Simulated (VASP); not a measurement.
Output of a VASP run:

### OSZICAR
```
       N       E                     dE             d eps       ncg     rms          rms(c)
DAV:   1     0.609182902000E+03    0.60918E+03   -0.26925E+04  7200   0.183E+03
DAV:   2     0.102668045370E+01   -0.60816E+03   -0.57393E+03  7784   0.530E+02
DAV:   3    -0.691713473109E+02   -0.70198E+02   -0.68539E+02  8744   0.175E+02
DAV:   4    -0.710726985891E+02   -0.19014E+01   -0.18384E+01  8406   0.285E+01
DAV:   5    -0.711228852804E+02   -0.50187E-01   -0.49840E-01  9296   0.452E+00    0.384E+01
DAV:   6    -0.633510596658E+02    0.77718E+01   -0.15193E+02  8420   0.104E+02    0.358E+01
DAV:   7    -0.579382695236E+02    0.54128E+01   -0.93978E+01  8784   0.993E+01    0.169E+01
DAV:   8    -0.561477110017E+02    0.17906E+01   -0.62109E+00  7982   0.225E+01    0.726E+00
DAV:   9    -0.556742721985E+02    0.47344E+00   -0.21447E+00  9656   0.129E+01    0.203E+00
DAV:  10    -0.556807031266E+02   -0.64309E-02   -0.14748E-01  8042   0.330E+00    0.112E+00
DAV:  11    -0.556777137020E+02    0.29894E-02   -0.18603E-02  9554   0.119E+00    0.575E-01
DAV:  12    -0.556764267333E+02    0.12870E-02   -0.55970E-03  9752   0.653E-01    0.229E-01
DAV:  13    -0.556763354642E+02    0.91269E-04   -0.73553E-04  9524   0.257E-01    0.932E-02
DAV:  14    -0.556763209352E+02    0.14529E-04   -0.10555E-04  9072   0.858E-02    0.401E-02
DAV:  15    -0.556763122338E+02    0.87013E-05   -0.33208E-05  9684   0.513E-02    0.147E-02
DAV:  16    -0.556763118169E+02    0.41695E-06   -0.38806E-06  8418   0.131E-02    0.535E-03
DAV:  17    -0.556763117942E+02    0.22683E-07   -0.26006E-07 10098   0.347E-03    0.211E-03
DAV:  18    -0.556763117770E+02    0.17257E-07   -0.64669E-08  8772   0.274E-03    0.926E-04
DAV:  19    -0.556763117747E+02    0.22601E-08   -0.11273E-08  5074   0.937E-04
   1 F= -.55676312E+02 E0= -.55676192E+02  d E =-.556763E+02  mag=     4.0005
       N       E                     dE             d eps       ncg     rms          rms(c)
DAV:   1    -0.556763117638E+02    0.13130E-07   -0.46818E-04  7506   0.130E-01    0.635E-03
DAV:   2    -0.556763126488E+02   -0.88496E-06   -0.98910E-06  8748   0.221E-02    0.437E-03
DAV:   3    -0.556763125812E+02    0.67619E-07   -0.14467E-07 10348   0.292E-03    0.283E-03
DAV:   4    -0.556763125560E+02    0.25131E-07   -0.99536E-08  8680   0.272E-03    0.174E-03
DAV:   5    -0.556763125484E+02    0.76107E-08   -0.67880E-08  8836   0.253E-03
   2 F= -.55676313E+02 E0= -.55676193E+02  d E =-.773729E-06  mag=     4.0005
```

### OUTCAR
```
------------------------ aborting loop because EDIFF is reached ----------------------------------------
  FORCE on cell =-STRESS in cart. coord.  units (eV):
  Direction    XX          YY          ZZ          XY          YZ          ZX
  --------------------------------------------------------------------------------------
  Total        0.0936153      0.0936153      0.0666158     -0.0000000      0.0000000      0.0000000
  in kB        2.7638031      2.7638031      1.9666953     -0.0000000      0.0000000      0.0000000
  external PRESSURE =       2.4981005 kB  Pullay stress =       0.0000000 kB
  volume of cell :       54.27
      direct lattice vectors                 reciprocal lattice vectors
     4.356127746  0.000000000  0.000000000     0.229561679  0.000000000  0.000000000
     0.000000000  4.356127746  0.000000000     0.000000000  0.229561679  0.000000000
     0.000000000  0.000000000  2.859889858     0.000000000  0.000000000  0.349663816
 POSITION                                       TOTAL-FORCE (eV/Angst)
 -----------------------------------------------------------------------------------
      0.00000      0.00000      0.00000         0.000000     -0.000000      0.000000
      2.17806      2.17806      1.42994         0.000000     -0.000000      0.000000
      1.31947      1.31947     -0.00000         0.000218      0.000218      0.000000
      3.49753      0.85860      1.42994         0.000218     -0.000218     -0.000000
      0.85860      3.49753      1.42994        -0.000218      0.000218      0.000000
      3.03666      3.03666      0.00000        -0.000218     -0.000218     -0.000000
 -----------------------------------------------------------------------------------
    total drift:                                0.000000     -0.000000      0.000000
  FREE ENERGIE OF THE ION-ELECTRON SYSTEM (eV)
  ---------------------------------------------------
  free  energy   TOTEN  =       -55.6763125484 eV

  energy  without entropy=      -55.6759545138  energy(sigma->0) =      -55.67619320

 total charge

# of ion       s       p       d       tot
------------------------------------------
    1        0.378   6.519   4.133  11.030
    2        0.378   6.519   4.133  11.030
    3        1.562   3.468   0.000   5.030
    4        1.562   3.468   0.000   5.030
    5        1.562   3.468   0.000   5.030
    6        1.562   3.468   0.000   5.030
--------------------------------------------------
tot          7.004  26.909   8.266  42.179

 magnetization (x)

# of ion       s       p       d       tot
------------------------------------------
    1        0.025   0.028   1.934   1.987
    2        0.025   0.028   1.934   1.987
    3       -0.002  -0.025   0.000  -0.027
    4       -0.002  -0.025   0.000  -0.027
    5       -0.002  -0.025   0.000  -0.027
    6       -0.002  -0.025   0.000  -0.027
--------------------------------------------------
tot          0.042  -0.043   3.867   3.866

 reached required accuracy - stopping structural energy minimisation
```
(Selected blocks of OUTCAR.)

### POSCAR
```
CrO2
1
    4.3561277457     0.0000000000     0.0000000000
   -0.0000000000     4.3561277457     0.0000000000
    0.0000000000     0.0000000000     2.8598898582
Cr O
2 4
Direct
  0.0000000000   1.0000000000   0.0000000000
  0.5000000000   0.5000000000   0.5000000000
  0.3029228866   0.3029228866   0.0000000000
  0.8029228866   0.1970771134   0.5000000000
  0.1970771134   0.8029228866   0.5000000000
  0.6970771134   0.6970771134   1.0000000000
```

**Question.** Reconstruct the remaining input files.

**Answer.** One answer among several that fit: the input of the run itself, LDA (Ceperley-Alder, Perdew-Zunger), plane waves, VASP's LDA PAW potentials (set 64).

INCAR:
```
ISIF = 2
SYSTEM = CrO2
PREC = Accurate
ISMEAR = 1
ISPIN = 2   # spin-polarised
MAGMOM = 2*2.0 4*-0.0
LMAXMIX = 4   # l cut-off of mixed one-centre charges
LORBIT = 10
EDIFF = 1E-8
ENCUT = 520
LWAVE = .FALSE.
LCHARG = .FALSE.
IBRION = 1
NSW = 30   # most ionic steps
LREAL = .FALSE.
SIGMA = 0.1
NELM = 100   # most electronic steps
EDIFFG = -0.001
LASPH = .TRUE.
ALGO = Normal
```

File KPOINTS:
```
Automatic mesh
0
Gamma
7 7 10
0 0 0
```

POTCAR, in this order: Cr_pv O (LDA.64 set). Program: vasp_std.

The moments were started parallel, and other spin orders were not tried in this run.

The compound is CrO2 in the rutile structure. This run relaxes the ions in a fixed cell. Symmetry was kept, so distortions that lower it aren't found. The start is the result of an earlier pass.
